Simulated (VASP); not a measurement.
Method: LDA (Ceperley-Alder, Perdew-Zunger), VASP's LDA PAW potentials (set 64) (plane waves; VASP 6.6.1).

VASP ran on this input.

KPOINTS:
```
Automatic
0
Gamma
  5 5 5
```

### INCAR
```
# general
SYSTEM =CdGeAs2
PREC   =Accurate
ENCUT  =400
LREAL  =.FALSE.
LASPH  =.TRUE.

# electronic loop
EDIFF  =1E-6   # SCF stop (eV)
NELM   =100   # most electronic steps
ALGO   =Normal   # blocked Davidson
LMAXMIX=4   # l cut-off of mixed one-centre charges

# smearing
ISMEAR =0   # Gaussian
SIGMA  =0.05   # width (eV)

# ions
IBRION =2   # conjugate gradients
NSW    =60   # most ionic steps
ISIF   =3
EDIFFG =-0.02   # ionic stop

# output
LWAVE  =.FALSE.
LCHARG =.FALSE.
```

File POSCAR:
```
CdGeAs2
1
   -2.9495079320     2.9495079320     5.5923631931
    2.9495079320    -2.9495079320     5.5923631931
    2.9495079320     2.9495079320    -5.5923631931
Cd Ge As
2 2 4
Direct
  0.0000000000   0.0000000000   0.0000000000
  0.7500000000   0.2500000000   0.5000000000
  0.5000000000   0.5000000000   0.0000000000
  0.2500000000   0.7500000000   0.5000000000
  0.8750000000   0.8503200590   0.4753200590
  0.1496799410   0.6250000000   0.0246799410
  0.3750000000   0.3996799410   0.5246799410
  0.6003200590   0.1250000000   0.9753200590
```

POTCAR, in this order: Cd Ge_d As (LDA.64 set). Program: vasp_std.

Question: What will the output report for the number of irreducible k-points (NKPTS), number of bands (NBANDS), largest plane-wave count, number of space-group operations, FFT grid (NGX, NGY, NGZ)?

Answer: 
| Item | Value |
|---|---|
| number of irreducible k-points (NKPTS) | 18 |
| number of bands (NBANDS) | 43 |
| largest plane-wave count | 3611 |
| number of space-group operations | 8 |
| FFT grid (NGX, NGY, NGZ) | 48 × 48 × 48 |

The compound is CdGeAs2 in the chalcopyrite structure. This run relaxes it. Symmetry was kept, so distortions that lower it aren't found. The start is the result of an earlier pass.
